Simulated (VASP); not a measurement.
# TiC (relaxed from the CrB structure, space group Cmcm): computed properties

The numbers are results of r2SCAN meta-GGA, VASP's PBE PAW potentials (set 64) (plane waves; VASP), not measurements.

* **space group**: Cmcm (63)
* **cell**: a = 2.9629 Å, b = 9.4129 Å, c = 3.0811 Å, α = β = γ = 90.00°
* **volume per atom**: 10.74 Å³/atom
* **band gap (over mesh and band path)**: none (metal, semimetal or under 0.01 eV)
* **density**: 4.63 g/cm³

```cif
data_C4Ti4
_chemical_formula_sum 'C4 Ti4'
_space_group_name_H-M_alt 'Cmcm'
_space_group_IT_number 63
_space_group_name_Hall '-C 2c 2'
_cell_length_a 2.96287
_cell_length_b 9.41293
_cell_length_c 3.08114
_cell_angle_alpha 90.000
_cell_angle_beta 90.000
_cell_angle_gamma 90.000
loop_
_atom_site_label
_atom_site_type_symbol
_atom_site_symmetry_multiplicity
_atom_site_Wyckoff_symbol
_atom_site_fract_x
_atom_site_fract_y
_atom_site_fract_z
_atom_site_occupancy
C1 C 4 c 0.00000 0.36550 0.25000 1
Ti1 Ti 4 c 0.00000 0.13801 0.25000 1
```
(The calculation used a cell of 4 atoms; values per cell refer to that cell.)

The structure was generated: TiC was put into the CrB type (Cmcm), which need not be its known phase. It was relaxed first. Symmetry was kept, so distortions that lower it aren't found.
